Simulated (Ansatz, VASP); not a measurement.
# Cross-check of Al (S11(113) boundary in fcc Al, shift (0.33, 0)) between VASP and Ansatz

Aim: how closely do two programs agree when they are given the same cell, functional and k mesh? Of the first pair: The structure shown is the start of the Ansatz relaxation below; VASP solves that cell, so the two are compared at the walk's first step.

Program: Ansatz 0.2.0. Level of theory: plane waves, with VASP 6.6.1 beside it; PBE. Results are calculated unless marked as measured.

## (1) Set-up

The cell holds 16 atoms: 16 Al. Its edges and angles: a = 2.862 Å, b = 4.958 Å, c = 29.308 Å, α = 90.0°, β = 90.0°, γ = 73.2°. It derives from Al. As first built, before any earlier steps moved the atoms or strained the cell (in the runner's words): plane [1, 1, 3]; removed 1; opened 0. Vacuum lies along c.

## (2) Ansatz: relaxation, PBE

Ansatz runs on its PAW soft_1 files.

The two programs are compared at the cell with which this relaxation starts, whose forces are those of its first step.

File input.yaml:

```yaml
crystal:
  lattice:
    - [2.862347037, 0.0, 0.0]
    - [1.4311735185, 4.7466655708, 0.0]
    - [0.0, 0.0, 29.3076331625]
  atoms:
    - { symbol: Al, position: [0.6363636364, 0.7272727272, 0.1706040188] }
    - { symbol: Al, position: [0.3636363637, 0.2727272727, 0.2122487627] }
    - { symbol: Al, position: [0.0909090909, 0.8181818181, 0.2538935066] }
    - { symbol: Al, position: [0.8181818182, 0.3636363636, 0.2955382505] }
    - { symbol: Al, position: [0.5454545455, 0.9090909091, 0.3371829945] }
    - { symbol: Al, position: [0.2727272727, 0.4545454545, 0.3788277384] }
    - { symbol: Al, position: [0.0, 0.0, 0.4204724823] }
    - { symbol: Al, position: [0.6027272727, 0.4545454545, 0.4621172262] }
    - { symbol: Al, position: [0.8754545455, 0.9090909091, 0.5037619701] }
    - { symbol: Al, position: [0.1481818182, 0.3636363636, 0.545406714] }
    - { symbol: Al, position: [0.4209090909, 0.8181818181, 0.5870514579] }
    - { symbol: Al, position: [0.6936363637, 0.2727272727, 0.6286962018] }
    - { symbol: Al, position: [0.9663636364, 0.7272727272, 0.6703409457] }
    - { symbol: Al, position: [0.2390909091, 0.1818181817, 0.7119856896] }
    - { symbol: Al, position: [0.5118181819, 0.6363636363, 0.7536304335] }
    - { symbol: Al, position: [0.7845454546, 0.0909090908, 0.7952751774] }
kpoints:
  mp_grid: { grid: [9, 9, 1] }
hamiltonian:
  xc: pbe
  pseudopotentials: { kind: paw, azcp: { folder: soft_1 } }
scf:
  occupations: { method: fermi_dirac, width: 0.1 }
relax:
  f_tol: 0.03
  max_steps: 80
  constraints: [{ sites: [0, 1, 2] }]
```

Command:

```sh
ansatz run input.yaml --threads 4 --pin off --max-ram 15360MiB --backend cpu --events-out ev --progress --plain --runs-dir out
```

Numbers of over 12 decimals in the logs are rounded to 6 here.

Log:

```text
Engine: ansatz 0.2.0, aarch64-unknown-linux-gnu
Pseudopotentials: kind: paw
Pseudopotential: Al, paw, valence charge 3, recommended cutoff 420 eV (normal), soft_1/Al.paw.azcp
Functional definition: PBE
  parameter kappa = 0.804
  parameter beta = 0.066725
  exchange = pbe_x(kappa = kappa, mu = beta*pi^2/3)
  correlation = pbe_c(beta = beta)
Crystal: 16 atoms, lattice volume = 398.191 Å³
Basis set: ecut = 420 eV, 7835 PW (Γ), exchange–correlation on 40×72×400 points (8 copies of the dense FFT grid, shifted against one another)
Bands: 40, of which v1, the nominal top of the filled ones, is band 24 counted from 1 (23 counted from 0)
Symmetry: 1 space group operations
Space group: P1 (ITA 1), of the structure as read, at distance tolerance 7.4e-5 Å
k-points: 41 of 81 (time reversal used)
Non-local potential: Al, projectors of the file, l = 0: 2, l = 1: 2, l = 2: 1
PAW form: soft (Blöchl's): semilocal exchange-correlation on the pseudo side does not see the compensation charge
PAW one-centre angular grid: Al, 110 points (default); XC on 64 Gauss nodes
Initial density: superposition of atomic densities (neutral atoms: chi_scale 0, normalization atom)
Initial wavefunctions: pseudopotential atomic-orbital guess
Functional: x = pbe(κ = 0.804, μ = 0.219515), c = pbe(β = 0.066725)
SCF iter   1: F=—  HF=-8599.752526 eV  |F-HF|=—  |Δ(HF+E_count)|=         —  Δρ=2.16e-2  dr2=2.97e1  ethr=3.10e-3  ⟨swp⟩=9.6  Hψ=10150  notcnv=0  defer=19
preconditioner: auto → LDOS  [metal: Δε(μ)=0.024 eV  Ē_g=6.702 eV  σ=0.100 eV  W_gap=0.06  n_scr=42 (ndim 8)  ℏωp=12.9 eV  f_vac=0.231  D(μ)=7.10/eV (n_scr^D=38)  β→1.0]
SCF iter   2: F=—  HF=-8598.055235 eV  |F-HF|=—  |Δ(HF+E_count)|=    1.70e0  Δρ=7.49e-3  dr2=9.31e-1  ethr=3.10e-3  ⟨swp⟩=5.9  Hψ=4672  notcnv=0  defer=80
SCF iter   3: F=—  HF=-8598.015850 eV  |F-HF|=—  |Δ(HF+E_count)|=   3.94e-2  Δρ=1.80e-3  dr2=6.19e-2  ethr=1.94e-3  ⟨swp⟩=4.5  Hψ=3140  notcnv=0  defer=77
SCF iter   4: F=—  HF=-8598.008752 eV  |F-HF|=—  |Δ(HF+E_count)|=   7.10e-3  Δρ=3.77e-4  dr2=8.66e-4  ethr=1.29e-4  ⟨swp⟩=2.8  Hψ=2784  notcnv=0  defer=74
SCF iter   5: F=—  HF=-8598.008990 eV  |F-HF|=—  |Δ(HF+E_count)|=   2.38e-4  Δρ=1.00e-4  dr2=1.13e-4  ethr=1.80e-6  ⟨swp⟩=2.5  Hψ=2896  notcnv=0  defer=73
SCF iter   6: F=-8598.008991 eV  HF=-8598.008993 eV  |F-HF|=1.76e-6  |Δ(HF+E_count)|=   3.27e-6  Δρ=1.90e-5  dr2=4.02e-6  ethr=4.69e-8  ⟨swp⟩=3.3  Hψ=6517  notcnv=0
SCF 1 converged in 6 iterations: F = -8598.008991 eV  dr2 = 4.02e-6
  greatest PAW one-centre occupation: 0.488 electrons in one spin orbital (limit 2), on the Al atom at site 15 (counted from 0), in its partial waves of l = 0
relax step   1: F+E_penalty+E_count = -8598.00899118 eV  Δ(F+E_penalty+E_count) = +0.000e0 eV  max|allowed force component| = 1.091e0 eV/Å  Δτ_max = 0.0000 Å  (6 SCF iters, dr2 threshold 2.25e-5 eV, accepted)
[...]
relax step   2: F+E_penalty+E_count = -8598.21742479 eV  Δ(F+E_penalty+E_count) = -2.084e-1 eV  max|allowed force component| = 2.675e-1 eV/Å  Δτ_max = 0.1083 Å  (5 SCF iters, dr2 threshold 7.44e-5 eV, accepted)
[...]
relax step   6: F+E_penalty+E_count = -8598.28416525 eV  Δ(F+E_penalty+E_count) = -6.518e-3 eV  max|allowed force component| = 2.289e-2 eV/Å  Δτ_max = 0.0813 Å  (5 SCF iters, dr2 threshold 3.44e-6 eV, accepted)
[...]
relax step   7: F+E_penalty+E_count = -8598.28416606 eV  Δ(F+E_penalty+E_count) = -8.164e-7 eV  max|allowed force component| = 2.278e-2 eV/Å  Δτ_max = 0.0000 Å  (3 SCF iters, accepted)
[...]
relax step   8: F+E_penalty+E_count = -8598.28951532 eV  Δ(F+E_penalty+E_count) = -5.349e-3 eV  max|allowed force component| = 9.515e-3 eV/Å  Δτ_max = 0.1954 Å  (6 SCF iters, accepted)
[...]
relax step   9: F+E_penalty+E_count = -8598.29028130 eV  Δ(F+E_penalty+E_count) = -7.660e-4 eV  max|allowed force component| = 7.614e-3 eV/Å  Δτ_max = 0.0607 Å  (6 SCF iters, accepted)
[...]
relax step  10: F+E_penalty+E_count = -8598.29107274 eV  Δ(F+E_penalty+E_count) = -7.914e-4 eV  max|allowed force component| = 1.493e-2 eV/Å  Δτ_max = 0.0896 Å  (6 SCF iters, accepted)
SCF converged after 6 iterations
Free energy (F): -8598.291073 eV
Harris-Foulkes:  -8598.291073 eV  (|F-HF|=3.61e-9)
Internal energy: -8598.074236 eV  (E = F + TS)
E sigma→0 (E₀):  -8598.182654 eV
Entropy (-TS):   -0.216837 eV (-13.552 meV/atom)
Fermi energy:    3.896321 eV
--- Per-component energies (eV) ---
  E_band       = -17.170053
  E_kinetic    = 351.148809
  E_local      = -7969.763465  (includes V_loc(G=0)·N_el)
  E_nonlocal   = 161.189479
  E_hartree    = 3977.732142
  E_xc         = -597.553740
  E_vxc        = -459.337642  (∫ρ·V_xc dr)
  E_paw        = -7510.346893  (= ΣΔE_a)
  E_vpaw       = -55.869633  (= ΣTr[D̂ρ^β])
  E_aug_tail   = -0.000034  (compensation charges beyond the density's cutoff)
  E_ewald      = 2989.519467
  E_smearing   = -0.216837  (= −TS)
  E_closure    = 0.000000  (closes the sum)
  Σ components = -8598.291073   (vs F -8598.291073, Δ=0.00e0)
--- Forces (eV/Å), atoms counted from 1 ---
  atom   1  Al     0.00129308     0.01604263     0.15766674
  atom   2  Al    -0.00099181     0.04791999    -0.22594257
  atom   3  Al    -0.00229882    -0.04162018     0.06762285
  atom   4  Al     0.00014509    -0.00050621    -0.00240827
  atom   5  Al    -0.00384251    -0.00073536    -0.00096591
  atom   6  Al    -0.00603935    -0.00261259     0.00090224
  atom   7  Al    -0.00138025    -0.00337316     0.00081523
  atom   8  Al     0.00549933    -0.00226285     0.00072397
  atom   9  Al    -0.00179112     0.00530556     0.00033188
  atom  10  Al     0.00213679    -0.00501261    -0.00057992
  atom  11  Al     0.00388395    -0.00135356     0.00765988
  atom  12  Al     0.00412036    -0.00279055     0.00165886
  atom  13  Al    -0.00076594    -0.00571758    -0.00567433
  atom  14  Al     0.00021597     0.00287702    -0.01493441
  atom  15  Al     0.00007014    -0.00176767     0.00997253
  atom  16  Al    -0.00029409    -0.00440247     0.00317874
  max |Σ_I F_I| component: 3.92e-5 eV/Å
--- Relaxed structure (10 steps of the walk, 10 accepted, 0 SCFs on fresh bases) ---
  F+E_penalty+E_count = -8598.29107274 eV   max|allowed force component| = 1.493e-2 eV/Å
  atoms:
    - { symbol: Al, position: [0.636364, 0.727273, 0.170604] }
    - { symbol: Al, position: [0.363636, 0.272727, 0.212249] }
    - { symbol: Al, position: [0.090909, 0.818182, 0.253894] }
    - { symbol: Al, position: [0.818309, 0.361682, 0.295648] }
    - { symbol: Al, position: [0.545331, 0.909041, 0.335919] }
    - { symbol: Al, position: [0.267872, 0.458423, 0.377929] }
    - { symbol: Al, position: [-0.00460867, 0.00713099, 0.417502] }
    - { symbol: Al, position: [0.707528, 0.554727, 0.462097] }
    - { symbol: Al, position: [0.960306, 1.019238, 0.508886] }
    - { symbol: Al, position: [0.234544, 0.476116, 0.546506] }
    - { symbol: Al, position: [0.505434, 0.927706, 0.590555] }
    - { symbol: Al, position: [0.777732, 0.384045, 0.629236] }
    - { symbol: Al, position: [1.051131, 0.837474, 0.672738] }
    - { symbol: Al, position: [0.320538, 0.298795, 0.711104] }
    - { symbol: Al, position: [0.590300, 0.759453, 0.757896] }
    - { symbol: Al, position: [0.860170, 0.219877, 0.793429] }
```

Reading the cycles: dr2 is the Hartree energy of the density residual (eV), the measure of convergence; HF is the Harris–Foulkes estimate of the energy, which meets the free energy F at convergence.

## (3) VASP: single point, PBE, start cell, pair 1

The same cell, functional, mesh and smearing now go to VASP, with its own data sets.

Lines of VASP's logs that name or quote its potential files are left out, and so is its time.

File INCAR:

```
SYSTEM = Al
PREC = Accurate
ENCUT = 400
EDIFF = 1E-06
NELM = 120
ISMEAR = -1
SIGMA = 0.1
LREAL = .FALSE.
ALGO = Normal
GGA = PE
NBANDS = 40
LORBIT = 11
LWAVE = .FALSE.
LCHARG = .FALSE.
ISIF = 2
LASPH = .TRUE.
GGA_COMPAT = .FALSE.
KPAR = 4
```

File POSCAR:

```
Al
1.0
    2.8623470370      0.0000000000      0.0000000000
    1.4311735185      4.7466655708      0.0000000000
    0.0000000000      0.0000000000     29.3076331625
Al
16
Direct
    0.6363636672      0.7272726398      0.1706040188
    0.3636365483      0.2727272399      0.2122487669
    0.0909093083      0.8181817198      0.2538935150
    0.8181818271      0.3636363199      0.2955382631
    0.5454544819      0.9090910104      0.3371830112
    0.2727274683      0.4545453999      0.3788277251
    0.0000000000      0.0000000000      0.4204724732
    0.6027272858      0.4545453999      0.4621172213
    0.8754546488      0.9090910104      0.5037619694
    0.1481820070      0.3636363199      0.5454067175
    0.4209091259      0.8181817198      0.5870514656
    0.6936363658      0.2727272399      0.6286962136
    0.9663638341      0.7272726398      0.6703409617
    0.2390910869      0.1818181600      0.7119856757
    0.5118182059      0.6363635598      0.7536304238
    0.7845454458      0.0909090800      0.7952751719
```

File KPOINTS:

```
Automatic mesh
0
Gamma
9 9 1
0 0 0
```

The projector-augmented-wave data sets are Al (PBE family, release 64).

Command:

```sh
mpirun -np 4 vasp_std
```

Log:

```text
[banner, memory and clock lines left out]
running    4 mpi-ranks, on    1 nodes
 distrk:  each k-point on    1 cores,    4 groups
 distr:  one band on    1 cores,    1 groups

 POSCAR found type information on POSCAR Al
 POSCAR found :  1 types and      16 ions
 LDA part: xc-table for (Slater+PW92), standard interpolation
 POSCAR, INCAR and KPOINTS ok, starting setup
 FFT: planning ... GRIDC
 FFT: planning ... GRID_SOFT
 FFT: planning ... GRID
 WAVECAR not read
 entering main loop
       N       E                     dE             d eps       ncg     rms          rms(c)
DAV:   1     0.771642668681E+02    0.77164E+02   -0.13637E+04  3288   0.751E+02
DAV:   2    -0.518012555584E+02   -0.12897E+03   -0.11875E+03  4144   0.128E+02
DAV:   3    -0.592958435586E+02   -0.74946E+01   -0.72284E+01  4576   0.283E+01
DAV:   4    -0.595725419628E+02   -0.27670E+00   -0.27590E+00  4976   0.620E+00
DAV:   5    -0.595821381039E+02   -0.95961E-02   -0.95941E-02  5000   0.111E+00    0.567E+00
DAV:   6    -0.652134573951E+02   -0.56313E+01   -0.20719E+01  4952   0.193E+01    0.695E+00
DAV:   7    -0.579392284829E+02    0.72742E+01   -0.19854E+01  4704   0.186E+01    0.306E+00
DAV:   8    -0.582955158183E+02   -0.35629E+00   -0.70368E+00  4008   0.670E+00    0.198E+00
DAV:   9    -0.587344178875E+02   -0.43890E+00   -0.85519E+00  4368   0.813E+00    0.226E+00
DAV:  10    -0.578878887468E+02    0.84653E+00   -0.38068E+00  4272   0.555E+00    0.405E-01
DAV:  11    -0.578950099468E+02   -0.71212E-02   -0.18530E-01  4112   0.136E+00    0.385E-01
DAV:  12    -0.578940992713E+02    0.91068E-03   -0.13572E-02  4216   0.465E-01    0.288E-01
DAV:  13    -0.578926781344E+02    0.14211E-02   -0.13759E-03  4512   0.152E-01    0.217E-01
DAV:  14    -0.578903255550E+02    0.23526E-02   -0.13111E-03  4032   0.123E-01    0.931E-02
[...]
DAV:  18    -0.578893717993E+02   -0.39650E-03   -0.99841E-05  3896   0.310E-02    0.242E-02
DAV:  19    -0.578896738456E+02   -0.30205E-03   -0.17349E-05  4224   0.136E-02    0.158E-02
DAV:  20    -0.578899131673E+02   -0.23932E-03   -0.12382E-05  3680   0.107E-02    0.724E-03
DAV:  21    -0.578899906715E+02   -0.77504E-04   -0.57518E-06  3632   0.673E-03    0.719E-03
DAV:  22    -0.578900198449E+02   -0.29173E-04   -0.25984E-06  3152   0.394E-03    0.240E-03
DAV:  23    -0.578900224533E+02   -0.26084E-05   -0.24289E-07  2952   0.154E-03    0.146E-03
DAV:  24    -0.578900237287E+02   -0.12754E-05   -0.23598E-07  2872   0.132E-03    0.721E-04
DAV:  25    -0.578900237542E+02   -0.25513E-07   -0.30687E-08  2464   0.722E-04
   1 F= -.57890024E+02 E0= -.57775531E+02  d E =-.228985E+00
```

From OUTCAR (step 3):

```text
ion  position               nearest neighbor table
   1  0.636  0.727  0.171-   2 2.86   3 2.86   2 2.86   2 2.86   3 2.86
   2  0.364  0.273  0.212-   1 2.86   3 2.86   4 2.86   1 2.86   3 2.86   3 2.86   1 2.86   4 2.86

  LATTYP: Found a base centered orthorhombic cell.
 ALAT       =     2.8623470370
 B/A-ratio  =     3.3166247904
 C/A-ratio  =    10.2390216084

 Subroutine GETGRP returns: Found  1 space group operations
 (whereof  1 operations were pure point group operations)

The static configuration has the point symmetry C_1 .

 Found     41 irreducible k-points:

   k-points           NKPTS =     41   k-points in BZ     NKDIM =     41   number of bands    NBANDS=     40

   dimension x,y,z NGX =    20 NGY =   32 NGZ =  192
   dimension x,y,z NGXF=    40 NGYF=   64 NGZF=  384

   ENCUT  =  400.0 eV  29.40 Ry    5.42 a.u.   4.67  8.08 47.79*2*pi/ulx,y,z

   NELECT =      48.0000    total number of electrons

 k-points in reciprocal lattice and weights: Automatic mesh
   0.00000000  0.00000000  0.00000000       0.012
   0.11111111  0.00000000  0.00000000       0.025
   0.11111111  0.11111111  0.00000000       0.025
   0.22222222  0.00000000  0.00000000       0.025
   0.22222222  0.22222222  0.00000000       0.025
   0.33333333  0.00000000  0.00000000       0.025
   0.33333333  0.33333333  0.00000000       0.025
   0.44444444  0.00000000  0.00000000       0.025
   0.44444444  0.44444444  0.00000000       0.025
[...]
0.00000000  0.44444444  0.00000000       0.025
  -0.11111111  0.44444444  0.00000000       0.025

 average (electrostatic) potential at core
       1 -76.7349       2 -76.7250       3 -76.6877       4 -76.6985       5 -76.6840
       6 -76.6492       7 -76.5722       8 -76.6391       9 -76.6316      10 -76.6837
      11 -76.7100      12 -76.6888      13 -76.6958      14 -76.6999      15 -76.7389
      16 -76.7374

 E-fermi :   3.9279

 k-point     1 :       0.0000    0.0000    0.0000
  band No.  band energies     occupation
    ...
     22       2.4912      2.00000
     23       2.5856      2.00000
     24       3.1637      1.99904
     25       3.5063      1.97090
     26       3.8326      1.44327
     27       4.5515      0.00391
     28       4.7222      0.00071
     29       5.4154      0.00000
     30       6.0136      0.00000
     31       6.1731      0.00000
    ...

 k-point     2 :       0.1111    0.0000    0.0000
  band No.  band energies     occupation
    ...
     21       2.3625      2.00000
     22       2.5115      2.00000
     23       2.9863      1.99984
     24       3.3160      1.99561
     25       3.6980      1.81759
     26       4.3002      0.04717
     27       4.4216      0.01424
     28       5.2570      0.00000
     29       5.5573      0.00000
     30       5.9088      0.00000
    ...

 k-point     3 :       0.1111    0.1111    0.0000
  band No.  band energies     occupation
    ...
     21       2.3622      2.00000
     22       2.5088      2.00000
     23       2.9868      1.99984
     24       3.3181      1.99552
     25       3.6988      1.81618
     26       4.2968      0.04878
     27       4.4154      0.01516
     28       5.2693      0.00000
     29       5.5570      0.00000
     30       5.9138      0.00000
    ...

  Total       -2.6983604     -1.0347717      1.9546428     -0.1767840      1.0930115     -0.2955171
  in kB      -10.8572258     -4.1635469      7.8647754     -0.7113149      4.3978829     -1.1890537
  external PRESSURE =      -2.3853324 kB  Pullay stress =       0.0000000 kB

  energy-cutoff  :      400.00
  volume of cell :      398.19
      direct lattice vectors                 reciprocal lattice vectors
     2.862347037  0.000000000  0.000000000     0.349363647 -0.105337103  0.000000000
     1.431173519  4.746665571  0.000000000     0.000000000  0.210674206  0.000000000
     0.000000000  0.000000000 29.307633163     0.000000000  0.000000000  0.034120804

 POSITION                                       TOTAL-FORCE (eV/Angst)
 -----------------------------------------------------------------------------------
      2.86235      3.45212      5.00000         0.004253     -0.004186      0.132680
      1.43117      1.29454      6.22051         0.001521      0.035568     -0.259848
      1.43117      3.88364      7.44102        -0.003755     -0.009120      0.132910
      2.86235      1.72606      8.66153         0.001709     -0.020011      0.078091
      2.86235      4.31515      9.88204         0.010073     -0.030637      0.049255
      1.43117      2.15758     11.10254        -0.230789      0.011900     -0.430670
      0.00000      0.00000     12.32305         0.421655     -0.765277     -1.093230
      2.37575      2.15758     13.54356         0.016051      0.835888      0.701134
      3.80692      4.31515     14.76407        -0.230410     -0.066641      0.751036
      0.94458      1.72606     15.98458         0.020759      0.015532      0.014977
      2.37575      3.88364     17.20509        -0.007198      0.000497      0.047880
      2.37575      1.29454     18.42560        -0.004392     -0.027466     -0.004898
      3.80692      3.45212     19.64611        -0.001548     -0.033535     -0.057312
      0.94457      0.86303     20.86662         0.002652     -0.004072     -0.143217
      2.37575      3.02060     22.08712         0.000384      0.036873      0.232264
      2.37575      0.43152     23.30763        -0.000966      0.024688     -0.151054
 -----------------------------------------------------------------------------------
    total drift:                               -0.000006     -0.000041      0.000064

  FREE ENERGIE OF THE ION-ELECTRON SYSTEM (eV)
  ---------------------------------------------------
  free  energy   TOTEN  =       -57.8900237542 eV

  energy  without entropy=      -57.6610391256  energy(sigma->0) =      -57.77553144

 total charge
# of ion       s       p       d       tot
------------------------------------------
    1        0.481   0.279   0.000   0.761
    2        0.440   0.321   0.000   0.761
    3        0.434   0.337   0.000   0.771
    4        0.428   0.337   0.000   0.765
    5        0.430   0.336   0.000   0.766
    6        0.433   0.343   0.000   0.775
    7        0.445   0.354   0.000   0.799
    8        0.439   0.348   0.000   0.787
    9        0.436   0.347   0.000   0.784
   10        0.432   0.338   0.000   0.769
   11        0.429   0.336   0.000   0.764
   12        0.429   0.338   0.000   0.767
   13        0.427   0.339   0.000   0.766
   14        0.433   0.338   0.000   0.771
   15        0.439   0.321   0.000   0.760
   16        0.482   0.279   0.000   0.761
--------------------------------------------------
tot          7.038   5.291   0.000  12.328

[... 3 further parts left out ...]
```

(Part 1 of 2 ends here.)

[Lines on the potential files, build, host, timing and source positions are cut from VASP's logs without a mark.]

[Logs are printed without paths, hosts, clocks, repeated set-up lines and the standing remarks that a program may print on its own settings, such as how far it seeks lower states.]

[Hosts, paths, dates, database ids (printed as entryN), source tags and the programs' standing remarks are cut or masked in the printed files.]
